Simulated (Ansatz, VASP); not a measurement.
# Ge (Ge(110)): VASP beside Ansatz, part 2 of 2

Aim: how closely do two programs agree when they are given the same cell, functional and k mesh?

VASP 6.6.1 and Ansatz 0.2.0.

So far: The structure; VASP: band structure, PBE.

## 3. Ansatz: band structure, PBE

Level of this step: Ansatz beside VASP: Kohn-Sham DFT, plane waves, PBE (Ansatz).

Ansatz runs on its default PAW (the set named soft_2) files.

The same cell, functional, mesh and smearing now go to Ansatz, which takes its cutoff from its data sets.

Input file input.yaml:

```yaml
crystal:
  lattice:
    - [4.0934265369, 0.0, 0.0]
    - [0.0, 5.788979325, 0.0]
    - [0.0, 0.0, 32.3737061474]
  atoms:
    - { symbol: Ge, position: [0.75, 0.3806961372, 0.7528346372] }
    - { symbol: Ge, position: [0.25, 0.6193038628, 0.7528346372] }
    - { symbol: Ge, position: [0.25, 0.8721190299, 0.6903786732] }
    - { symbol: Ge, position: [0.75, 0.1278809701, 0.6903786732] }
    - { symbol: Ge, position: [0.75, 0.3741496321, 0.6264428652] }
    - { symbol: Ge, position: [0.25, 0.6258503679, 0.6264428652] }
    - { symbol: Ge, position: [0.25, 0.8746448528, 0.5630404459] }
    - { symbol: Ge, position: [0.75, 0.1253551472, 0.5630404459] }
    - { symbol: Ge, position: [0.75, 0.3754552848, 0.5] }
    - { symbol: Ge, position: [0.25, 0.6245447152, 0.5] }
    - { symbol: Ge, position: [0.25, 0.8746448528, 0.4369595541] }
    - { symbol: Ge, position: [0.75, 0.1253551472, 0.4369595541] }
    - { symbol: Ge, position: [0.75, 0.3741496321, 0.3735571348] }
    - { symbol: Ge, position: [0.25, 0.6258503679, 0.3735571348] }
    - { symbol: Ge, position: [0.25, 0.8721190299, 0.3096213268] }
    - { symbol: Ge, position: [0.75, 0.1278809701, 0.3096213268] }
    - { symbol: Ge, position: [0.75, 0.3806961372, 0.2471653628] }
    - { symbol: Ge, position: [0.25, 0.6193038628, 0.2471653628] }
hamiltonian:
  xc: pbe
  pseudopotentials: { kind: paw }
kpoints:
  mp_grid: { grid: [6, 4, 1] }
  band_path:
    path:
      - [0.0, 0.0, 0.0]
      - [0.07692, 0.0, 0.0]
      - [0.15385, 0.0, 0.0]
      - [0.26923, 0.0, 0.0]
      - [0.34615, 0.0, 0.0]
      - [0.42308, 0.0, 0.0]
      - [0.5, 0.0, 0.0]
      - [0.5, 0.07692, 0.0]
      - [0.5, 0.19231, 0.0]
      - [0.5, 0.26923, 0.0]
      - [0.5, 0.34615, 0.0]
      - [0.5, 0.46154, 0.0]
      - [0.5, 0.5, 0.0]
      - [0.42308, 0.5, 0.0]
      - [0.30769, 0.5, 0.0]
      - [0.23077, 0.5, 0.0]
      - [0.11538, 0.5, 0.0]
      - [0.03846, 0.5, 0.0]
      - [0.0, 0.5, 0.0]
      - [0.0, 0.38462, 0.0]
      - [0.0, 0.30769, 0.0]
      - [0.0, 0.23077, 0.0]
      - [0.0, 0.11538, 0.0]
      - [0.0, 0.03846, 0.0]
      - [0.03846, 0.03846, 0.0]
      - [0.11538, 0.11538, 0.0]
      - [0.19231, 0.19231, 0.0]
      - [0.30769, 0.30769, 0.0]
      - [0.38462, 0.38462, 0.0]
      - [0.5, 0.5, 0.0]
    npoints: 1
scf:
  occupations: { method: gaussian, width: 0.03 }
  n_extra_bands: 15
efield:
  axis: 3
  dipole_correction: true
  ramp_width: 0.04
output:
  forces: true
  eigenvalues: true
```

Run with:

```bash
> ansatz run input.yaml --threads 8 --pin off --max-ram 18432MiB --backend cpu --events-out ev --progress --plain --runs-dir out
```

Numbers of over 12 decimals in the logs are rounded to 6 here.

The log of the run:

```text
scf.n_extra_bands = 15 over 126 filled bands (N_el = 252.0): the run solves 141 bands
Engine: ansatz 0.2.0, aarch64-unknown-linux-gnu
Pseudopotentials: kind: paw
Pseudopotential: Ge, paw, valence charge 14, recommended cutoff 420 eV (normal), Ge.paw.azcp
Functional definition: PBE
  parameter kappa = 0.804
  parameter beta = 0.066725
  exchange = pbe_x(kappa = kappa, mu = beta*pi^2/3)
  correlation = pbe_c(beta = beta)
Crystal: 18 atoms, lattice volume = 767.152 Å³
Basis set: ecut = 420 eV, 14971 PW (Γ), exchange–correlation on 60×80×450 points (8 copies of the dense FFT grid, shifted against one another)
Bands: 141, of which v1, the nominal top of the filled ones, is band 126 counted from 1 (125 counted from 0)
Symmetry: 4 space group operations
k-points: 12 of 24
Non-local potential: Ge, projectors of the file, l = 0: 2, l = 1: 2, l = 2: 3, l = 3: 1
PAW form: soft (Blöchl's): semilocal exchange-correlation on the pseudo side does not see the compensation charge
PAW one-centre angular grid: Ge, 590 points (default); XC on 64 Gauss nodes
Initial density: superposition of atomic densities (neutral atoms: chi_scale 0, normalization atom), corrected by the library's trained network
Initial wavefunctions: pseudopotential atomic-orbital guess
Functional: x = pbe(κ = 0.804, μ = 0.219515), c = pbe(β = 0.066725)
SCF iter   1: F=—  HF=-77306.017859 eV  |F-HF|=—  |Δ(HF+E_count)|=         —  Δρ=2.14e-3  dr2=7.35e-2  ethr=1.77e-3  p=0.000 e·Å  D=1.24e-13 V/Å  ΔV_dip=-0.00 eV  dr2_dipole=1.53e-8  V_vac-E_F(+/−)=4.70/4.70 eV  ⟨swp⟩=6.2  Hψ=5897  notcnv=0  defer=37
efield: sawtooth ramp at fractional position 0.9800 (placed from the atoms, in the widest stretch of the axis that holds none; the zero of the levels goes with the place), width 0.0400; the density the first Hamiltonian is built on has a dipole p = 0.000 e·Å; the dipole correction subtracts the counter field D = 1.24e-13 V/Å, which shifts the + side's vacuum level by -0.00 eV against the − side's; the planar-averaged density in the ramp window peaks in size at 2.7e-5 e/Å³
preconditioner: auto → LDOS  [metal: Δε(μ)=0.022 eV  Ē_g=21.038 eV  σ=0.030 eV  W_gap=0.36  n_scr=164 (ndim 8)  ℏωp=21.3 eV  f_vac=0.420  D(μ)=13.14/eV (n_scr^D=66)  β→1.0]
SCF iter   2: F=—  HF=-77306.006535 eV  |F-HF|=—  |Δ(HF+E_count)|=   1.13e-2  Δρ=6.74e-4  dr2=1.31e-2  ethr=2.92e-5  p=0.000 e·Å  D=1.85e-6 V/Å  ΔV_dip=-0.00 eV  dr2_dipole=2.51e-7  V_vac-E_F(+/−)=4.73/4.73 eV  ⟨swp⟩=2.2  Hψ=2477  notcnv=0  defer=98
SCF iter   3: F=—  HF=-77306.006594 eV  |F-HF|=—  |Δ(HF+E_count)|=   5.95e-5  Δρ=3.62e-4  dr2=4.80e-3  ethr=5.21e-6  p=0.000 e·Å  D=8.76e-7 V/Å  ΔV_dip=-0.00 eV  dr2_dipole=4.57e-10  V_vac-E_F(+/−)=4.74/4.74 eV  ⟨swp⟩=2.0  Hψ=2393  notcnv=0  defer=98
SCF iter   4: F=—  HF=-77306.006080 eV  |F-HF|=—  |Δ(HF+E_count)|=   5.14e-4  Δρ=1.50e-4  dr2=9.93e-4  ethr=1.90e-6  p=0.000 e·Å  D=3.23e-7 V/Å  ΔV_dip=-0.00 eV  dr2_dipole=1.37e-9  V_vac-E_F(+/−)=4.74/4.74 eV  ⟨swp⟩=2.0  Hψ=2269  notcnv=0  defer=98
SCF iter   5: F=—  HF=-77306.006036 eV  |F-HF|=—  |Δ(HF+E_count)|=   4.44e-5  Δρ=8.79e-5  dr2=3.81e-4  ethr=3.94e-7  p=0.000 e·Å  D=2.24e-7 V/Å  ΔV_dip=-0.00 eV  dr2_dipole=1.78e-9  V_vac-E_F(+/−)=4.74/4.74 eV  ⟨swp⟩=2.0  Hψ=2275  notcnv=0  defer=98
SCF iter   6: F=—  HF=-77306.005996 eV  |F-HF|=—  |Δ(HF+E_count)|=   4.00e-5  Δρ=2.27e-5  dr2=4.63e-5  ethr=1.51e-7  p=0.000 e·Å  D=6.65e-8 V/Å  ΔV_dip=-0.00 eV  dr2_dipole=2.65e-10  V_vac-E_F(+/−)=4.75/4.75 eV  ⟨swp⟩=2.0  Hψ=2261  notcnv=0  defer=98
SCF iter   7: F=—  HF=-77306.006033 eV  |F-HF|=—  |Δ(HF+E_count)|=   3.72e-5  Δρ=1.21e-5  dr2=6.95e-6  ethr=1.84e-8  p=0.000 e·Å  D=2.80e-8 V/Å  ΔV_dip=-0.00 eV  dr2_dipole=1.13e-10  V_vac-E_F(+/−)=4.75/4.75 eV  ⟨swp⟩=2.0  Hψ=1758  notcnv=0  defer=98
SCF iter   8: F=—  HF=-77306.006033 eV  |F-HF|=—  |Δ(HF+E_count)|=   1.68e-8  Δρ=4.54e-6  dr2=4.45e-7  ethr=2.76e-9  p=0.000 e·Å  D=2.08e-8 V/Å  ΔV_dip=-0.00 eV  dr2_dipole=4.06e-11  V_vac-E_F(+/−)=4.75/4.75 eV  ⟨swp⟩=2.6  Hψ=3070  notcnv=0  defer=98
SCF iter   9: F=-77306.006033 eV  HF=-77306.006033 eV  |F-HF|=5.08e-9  |Δ(HF+E_count)|=   2.11e-7  Δρ=1.96e-6  dr2=8.85e-8  ethr=3.97e-11  p=0.000 e·Å  D=9.45e-9 V/Å  ΔV_dip=-0.00 eV  dr2_dipole=1.36e-11  V_vac-E_F(+/−)=4.75/4.75 eV  ⟨swp⟩=11.5  Hψ=6544  notcnv=0
SCF 1 converged in 9 iterations: F = -77306.006033 eV  dr2 = 8.85e-8
  greatest PAW one-centre occupation: 0.998 electrons in one spin orbital (limit 2), on the Ge atom at site 16 (counted from 0), in its partial waves of l = 2
NSCF: frozen V_eff on 30 k-points
efield: sawtooth ramp at fractional position 0.9800 (kept from the solve that this one continues, or follows in the run), width 0.0400; the density the first Hamiltonian is built on has a dipole p = 0.000 e·Å; the dipole correction subtracts the counter field D = 9.45e-9 V/Å, which shifts the + side's vacuum level by -0.00 eV against the − side's; the planar-averaged density in the ramp window peaks in size at 1.1e-5 e/Å³
SCF converged after 9 iterations
Free energy (F): -77306.006033 eV
Harris-Foulkes:  -77306.006033 eV  (|F-HF|=5.08e-9)
Internal energy: -77305.999319 eV  (E = F + TS)
E sigma→0 (E₀):  -77306.002676 eV
Entropy (-TS):   -0.006714 eV (-0.373 meV/atom)
Fermi energy:    2.189943 eV
Dipole field:    D = -0.000003 V/Å  (p = -0.000011 e·Å, saw-weighted, corrected)
Work function:   Φ+ = 4.7511 eV   Φ− = 4.7510 eV
Levels:          The Fermi level and band energies are counted from a zero that moves with the ramp; work functions are not
--- Per-component energies (eV) ---
  E_band       = -4202.648979
  E_kinetic    = 1986.756810
  E_local      = -290835.868409  (includes V_loc(G=0)·N_el)
  E_nonlocal   = 7515.235059
  E_hartree    = 141940.685464
  E_xc         = -1350.766755
  E_vxc        = -1149.269824  (∫ρ·V_xc dr)
  E_paw        = -36340.186069  (= ΣΔE_a)
  E_vpaw       = -5600.969082  (= ΣTr[D̂ρ^β])
  E_aug_tail   = 0.005807  (compensation charges beyond the density's cutoff)
  E_efield     = 0.000000  (sawtooth field / dipole correction)
  E_vefield    = 0.000000  (∫n·V_field dr)
  E_ewald      = 99778.138774
  E_smearing   = -0.006714  (= −TS)
  E_closure    = 0.000000  (closes the sum)
  Σ components = -77306.006033   (vs F -77306.006033, Δ=0.00e0)
--- Forces (eV/Å), atoms counted from 1 ---
  atom   1  Ge     0.00000000     0.02097162    -0.02581025
  atom   2  Ge     0.00000000    -0.02097162    -0.02581025
  atom   3  Ge     0.00000000     0.01552109     0.00564996
  atom   4  Ge     0.00000000    -0.01552109     0.00564996
  atom   5  Ge     0.00000000    -0.00077674     0.02236102
  atom   6  Ge     0.00000000     0.00077674     0.02236102
  atom   7  Ge     0.00000000    -0.00264545    -0.00458969
  atom   8  Ge     0.00000000     0.00264545    -0.00458969
  atom   9  Ge     0.00000000     0.01023952     0.00000001
  atom  10  Ge     0.00000000    -0.01023952     0.00000001
  atom  11  Ge     0.00000000    -0.00264538     0.00458964
  atom  12  Ge     0.00000000     0.00264538     0.00458964
  atom  13  Ge     0.00000000    -0.00077664    -0.02236101
  atom  14  Ge     0.00000000     0.00077664    -0.02236101
  atom  15  Ge     0.00000000     0.01552118    -0.00564982
  atom  16  Ge     0.00000000    -0.01552118    -0.00564982
  atom  17  Ge     0.00000000     0.02097210     0.02581028
  atom  18  Ge     0.00000000    -0.02097210     0.02581028
  max |Σ_I F_I| component: 3.03e-7 eV/Å
--- Band table (eV; the first three rows and the last of 12) ---
  k-point 0: bands = [... 122 lower, 1.9304, 2.2229, 2.3365, 2.4284, 2.6010, 2.8945, 3.2677, 3.5108, ... 11 higher]
  k-point 1: bands = [... 122 lower, 1.6561, 1.6672, 2.0127, 2.1057, 2.4959, 2.5888, 3.1633, 3.3035, ... 11 higher]
  k-point 2: bands = [... 122 lower, 1.1274, 1.1533, 1.8195, 1.9232, 2.0151, 2.1234, 2.8153, 3.0836, ... 11 higher]
  k-point 11: bands = [... 122 lower, 0.8893, 0.8893, 1.6737, 1.6737, 2.1601, 2.1601, 3.4815, 3.4815, ... 11 higher]
```

The job ended after 87 s (8 threads of Arm Neoverse N1, shared host; peak memory 5.4 GiB).

## 4. Side by side

Known differences besides the PAW data sets themselves: the data sets hold 252 valence electrons in Ansatz (default PAW (the set named soft_2) files) and 72 in VASP; the cutoff is 420 eV in Ansatz and 320 eV in VASP (PREC = Normal, projectors in real space); VASP leaves aspherical gradient terms in its spheres out (LASPH is not set), Ansatz keeps them. Total energies have different zeros and are not compared.

Both answers:

```tsv
quantity	Ansatz	VASP	difference
work function, lower of the two faces (eV)	4.75	4.75	0.00
work function, higher of the two faces (eV)	4.75	4.75	0.00
```

At this near-relaxed geometry the largest component of a force difference is 41 meV/Å. Levels from 3 eV below to 2 eV above the Fermi level differ by 8 meV r.m.s. and 24 meV at most; each VASP level is matched to the nearest of Ansatz, which flatters the figure a little.

## 5. What moves the difference

The difference is large enough to ask for its cause, so further runs change the set-up of one program at a time, as the table lists.

```tsv
run	r.m.s. force difference (meV/Å)
as above	14
Ansatz's larger PAW set (cutoff 560 eV)	14
norm-conserving potentials (cutoff 1061 eV)	13
```

## 6. What came out

```
r.m.s. force difference (band structure, PBE) : 14 meV/Å
```

What this shows: The r.m.s. force difference is 14 meV/Å (band structure, PBE), beyond the 12 meV/Å picked in this series as the mark of a large difference. For band structure, PBE: no further run halves the r.m.s. force difference; only Ansatz's side was varied, and Ansatz's runs with other potentials lie closer to each other than to VASP, which for this quantity points to VASP's side; this was not tested here. How closely two codes agree says nothing of how well the functional describes the real material.

[Lines on the potential files, build, host, timing and source positions are cut from VASP's logs without a mark.]

[Logs are printed without paths, hosts, clocks, repeated set-up lines and the standing remarks that a program may print on its own settings, such as how far it seeks lower states.]

[Hosts, paths, dates, database ids (printed as entryN), source tags and the programs' standing remarks are cut or masked in the printed files.]
